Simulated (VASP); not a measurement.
Consider the following.

```
RbCl
1.0
    0.00000     3.12655     3.12655
    3.12655     0.00000     3.12655
    3.12655     3.12655     0.00000
Rb Cl
1 1
Direct
  0.00000   0.00000   0.00000
  0.50000   0.50000   0.50000
```

The numbers are results of LDA (Ceperley-Alder, Perdew-Zunger), VASP's LDA PAW potentials (set 64) (plane waves; VASP), not measurements. Run with 520 eV cut-off, 7×7×7 Γ-centred mesh, Gaussian smearing of 0.050 eV, potentials Rb_sv Cl.

Task: What does the run give for the energy per atom (σ→0), pressure, band gap (on the k-mesh) with the smallest direct gap where there is one?

Result: 
```json
{
  "band gap (on the k-mesh)": "5.06 eV",
  "smallest direct gap (on the k-mesh)": "5.06 eV",
  "energy per atom (σ→0)": "-3.625 eV/atom",
  "pressure": "1.57 GPa"
}
```

Only differences to runs with the same potentials and settings are physical.

The compound is RbCl in the rock salt structure. This cell is one point of a volume scan, at 0.94 of the reference volume.
